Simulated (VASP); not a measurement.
Input:

```
CELL_PARAMETERS angstrom
      0.00000     2.12439     2.12439
      2.12439     0.00000     2.12439
      2.12439     2.12439     0.00000
ATOMIC_POSITIONS crystal
  Ti 0.00000 0.00000 0.00000
  N  0.50000 0.50000 0.50000
```

Level of theory: PBE GGA with spin-orbit coupling, VASP's PBE PAW potentials (set 64) (plane waves; VASP). Numerical set-up: 520 eV cut-off, 13×13×13 Γ-centred mesh, Gaussian smearing of 0.050 eV, potentials Ti_sv N.

### Question
Predict the energy per atom (σ→0), band gap (over mesh and band path) with the smallest direct gap where there is one.

### Answer

* **band gap (over mesh and band path)**: none (metal, semimetal or under 0.01 eV)
* **energy per atom (σ→0)**: -9.822 eV/atom

Total energies compare only between runs with the same potentials, cut-off and functional.

The compound is TiN in the rock salt structure. It was relaxed first.
